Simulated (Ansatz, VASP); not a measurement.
**CoC: VASP beside Ansatz**

INCAR

```
ALGO     = Normal         # electronic algorithm
EDIFF    = 1E-7           # SCF threshold, eV
ENCUT    = 520            # plane-wave cutoff, eV
GGA      = PS             # functional
ISIF     = 2              # what is computed and relaxed
ISMEAR   = -1             # smearing method
ISPIN    = 2              # spin polarisation
LASPH    = T              # aspherical terms in the spheres
LCHARG   = T              # write CHGCAR
LELF     = T              # ELF
LMAXMIX  = 4              # l up to which the mixer works
LORBIT   = 11             # projections on sites
LREAL    = F              # projectors in reciprocal space
LVHAR    = T            
LWAVE    = F              # write WAVECAR
MAGMOM   = 1.7 0          # initial moments
NBANDS   = 18             # bands
NELM     = 150            # most SCF steps
PREC     = Accurate       # precision mode
SIGMA    = 0.05           # smearing width, eV
```

Contents of KPOINTS:

```
k-points
0
Gamma
  14 14 14
```

File POSCAR:

```
CoC
1.0
    2.2649562115      0.0000000000      0.0000000000
    0.0000000000      2.2649562115      0.0000000000
    0.0000000000      0.0000000000      2.2649562115
Co C
1 1
Direct
    0.0000000000      0.0000000000      0.0000000000
    0.5000000000      0.5000000000      0.5000000000
```

Input for Ansatz:

```yaml
crystal:
  lattice:
    - [2.2649562115, 0.0, 0.0]
    - [0.0, 2.2649562115, 0.0]
    - [0.0, 0.0, 2.2649562115]
  atoms:
    - { symbol: Co, position: [0.0, 0.0, 0.0], spin: 1.7 }
    - { symbol: C, position: [0.5, 0.5, 0.5] }
magnetization:
  spin_polarized: true
kpoints:
  mp_grid: { grid: [14, 14, 14] }
scf:
  occupations: { method: fermi_dirac, width: 0.05 }
  mixing: { preconditioner: kerker }
hamiltonian:
  xc: pbesol
  pseudopotentials: { kind: all_electron, lapw: { basis_error: 0.001 } }
output:
  forces: true
  stress: true
  eigenvalues: true
  populations: true
```

The cell comes from a database or a generator and needn't be the stable form of this composition.

Alike in both runs: task single point; functional PBEsol; k mesh 14 × 14 × 14; occupations fermi-dirac, width 0.05 eV; collinear spin.

|  | VASP | Ansatz |
| --- | --- | --- |
| version | VASP 6.6.1 | Ansatz 0.2.0 |
| potentials or method | VASP PAW PBE potentials, release 64 (Co, C) | all-electron LAPW, scalar-relativistic |
| plane-wave cutoff (eV) | 520 | see its input |

VASP gave:

* gap on the k mesh at the Fermi level (eV): none
* net moment per atom (μB): 0.31
* size of the moment on the site where the two differ most (μB): 0.54

Problem. What did Ansatz give for the same quantities?

Solution. gap on the k mesh at the Fermi level (eV): none; net moment per atom (μB): 0.31; size of the moment on the site where the two differ most (μB): 0.57.

Site moments also hang on the region over which each program counts them. A gap of «none» marks a metal or a gap that the smearing closes. Ansatz ran all-electron here, so the differences hold the error of VASP's frozen core and of both bases.
